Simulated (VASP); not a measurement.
These are PBE GGA with D3 dispersion (zero damping), VASP's PBE PAW potentials (set 64) (plane waves; VASP) values and carry that method's errors.

VASP input:

**POSCAR**
```
KZnF3
8.320760
  0.5000000277   0.0000000000   0.0000000000
  0.0000000000   0.5000000277   0.0000000000
  0.0000000000   0.0000000000   0.5000000277
K Zn F
1 1 3
Cart
  0.0000000000   0.0000000000   0.0000000000
  0.2500000139   0.2500000139   0.2500000139
  0.2500000139   0.0000000000   0.2500000139
  0.0000000000   0.2500000139   0.2500000139
  0.2500000139   0.2500000139   0.0000000000
```

KPOINTS:
```
Automatic mesh
0
Gamma
6 6 6
0 0 0
```

### INCAR
```
SYSTEM = KZnF3
PREC = Accurate
ENCUT = 520
EDIFF = 1E-7
NELM = 100
ALGO = Normal
LREAL = .FALSE.
LASPH = .TRUE.
ISMEAR = 0
SIGMA = 0.05
GGA = PE
IVDW = 11
LMAXMIX = 4
LWAVE = .FALSE.
LCHARG = .FALSE.
ISIF = 2
```

POTCAR, in this order: K_sv Zn F (PBE.64 set). Program: vasp_std.

Output of the run:

**OSZICAR**
```
       N       E                     dE             d eps       ncg     rms          rms(c)
DAV:   1     0.443693434047E+03    0.44369E+03   -0.22661E+04  1000   0.198E+03
DAV:   2     0.125844471636E+02   -0.43111E+03   -0.42163E+03  1193   0.479E+02
DAV:   3    -0.218983063501E+02   -0.34483E+02   -0.34344E+02  1173   0.150E+02
DAV:   4    -0.226973311345E+02   -0.79902E+00   -0.79839E+00  1632   0.210E+01
DAV:   5    -0.227048719419E+02   -0.75408E-02   -0.75381E-02  1310   0.171E+00    0.109E+01
DAV:   6    -0.202987236446E+02    0.24061E+01   -0.89590E+00  1453   0.414E+01    0.639E+00
DAV:   7    -0.203584621130E+02   -0.59738E-01   -0.15378E+00  1051   0.850E+00    0.419E+00
DAV:   8    -0.203691188596E+02   -0.10657E-01   -0.58900E-01  1298   0.146E+01    0.162E+00
DAV:   9    -0.203315875397E+02    0.37531E-01   -0.10538E-01  1524   0.925E+00    0.581E-01
DAV:  10    -0.203290369544E+02    0.25506E-02   -0.72936E-02  1480   0.623E+00    0.270E-01
DAV:  11    -0.203288126984E+02    0.22426E-03   -0.11680E-02  1429   0.137E+00    0.806E-02
DAV:  12    -0.203289058252E+02   -0.93127E-04   -0.43420E-04  1131   0.199E-01    0.859E-02
DAV:  13    -0.203288717639E+02    0.34061E-04   -0.52280E-04  1192   0.824E-01    0.550E-02
DAV:  14    -0.203288467961E+02    0.24968E-04   -0.21707E-04  1037   0.106E-01    0.144E-02
DAV:  15    -0.203288440109E+02    0.27852E-05   -0.14182E-05  1389   0.883E-02    0.446E-03
DAV:  16    -0.203288437840E+02    0.22690E-06   -0.23230E-06  1445   0.250E-02    0.206E-03
DAV:  17    -0.203288437049E+02    0.79109E-07   -0.39379E-07   935   0.134E-02
   1 F= -.21160779E+02 E0= -.21160779E+02  d E =-.562487E-11
```

OUTCAR:
```
------------------------ aborting loop because EDIFF is reached ----------------------------------------
 Edisp (eV)   -0.83194
  FORCE on cell =-STRESS in cart. coord.  units (eV):
  Direction    XX          YY          ZZ          XY          YZ          ZX
  --------------------------------------------------------------------------------------
  Total      -0.79337    -0.79337    -0.79337     0.00000    -0.00000     0.00000
  in kB     -17.65165   -17.65165   -17.65165     0.00000    -0.00000     0.00000
  external pressure =      -17.65 kB  Pullay stress =        0.00 kB
  volume of cell :       72.01
      direct lattice vectors                 reciprocal lattice vectors
     4.160380231  0.000000000  0.000000000     0.240362646  0.000000000  0.000000000
     0.000000000  4.160380231  0.000000000     0.000000000  0.240362646  0.000000000
     0.000000000  0.000000000  4.160380231     0.000000000  0.000000000  0.240362646
 POSITION                                       TOTAL-FORCE (eV/Angst)
 -----------------------------------------------------------------------------------
      0.00000      0.00000      0.00000         0.000000      0.000000      0.000000
      2.08019      2.08019      2.08019         0.000000      0.000000      0.000000
      2.08019      0.00000      2.08019         0.000000      0.000000      0.000000
      0.00000      2.08019      2.08019         0.000000      0.000000      0.000000
      2.08019      2.08019      0.00000         0.000000      0.000000      0.000000
 -----------------------------------------------------------------------------------
    total drift:                                0.000000     -0.000000     -0.000000
  FREE ENERGIE OF THE ION-ELECTRON SYSTEM (eV)
  ---------------------------------------------------
  free  energy   TOTEN  =       -21.1607787239 eV

  energy  without entropy=      -21.1607787239  energy(sigma->0) =      -21.16077872
```
(Selected blocks of OUTCAR.)

**OUTCAR**
```
 val. band max:       -1.5461051495   @ k =   0.5000   0.5000   0.5000

 cond. band min:       2.0451313039   @ k =   0.0000   0.0000   0.0000


 Fermi energy:        -1.3248899438

 k-point     1 :       0.0000    0.0000    0.0000
  band No.  band energies     occupation
      1     -28.3905      2.00000
      2     -22.5123      2.00000
      3     -21.9877      2.00000
      4     -21.9877      2.00000
      5     -11.8657      2.00000
      6     -11.8657      2.00000
      7     -11.8657      2.00000
      8      -5.0609      2.00000
      9      -5.0609      2.00000
     10      -5.0609      2.00000
     11      -4.8291      2.00000
     12      -4.8291      2.00000
     13      -4.8291      2.00000
     14      -4.5592      2.00000
     15      -4.5592      2.00000
     16      -3.1107      2.00000
     17      -3.1107      2.00000
     18      -3.1107      2.00000
     19      -2.9561      2.00000
     20      -2.9561      2.00000
     21      -2.9561      2.00000
     22       2.0451      0.00000
     23       7.4640      0.00000
     24       7.4640      0.00000
     25       7.6582      0.00000

 k-point     2 :       0.1667    0.0000    0.0000
  band No.  band energies     occupation
      1     -28.3871      2.00000
      2     -22.4830      2.00000
      3     -22.0125      2.00000
      4     -21.9868      2.00000
      5     -11.8685      2.00000
      6     -11.8580      2.00000
      7     -11.8580      2.00000
      8      -5.6526      2.00000
      9      -5.0777      2.00000
     10      -5.0777      2.00000
     11      -4.8492      2.00000
     12      -4.8492      2.00000
     13      -4.8284      2.00000
     14      -4.5591      2.00000
     15      -4.1032      2.00000
     16      -3.1563      2.00000
     17      -3.0960      2.00000
     18      -3.0960      2.00000
     19      -3.0527      2.00000
     20      -2.9547      2.00000
     21      -2.9547      2.00000
     22       2.5595      0.00000
     23       7.5184      0.00000
...
```

The compound is KZnF3 in the cubic perovskite structure. This cell is one point of a volume scan, at 1.03 of the reference volume.
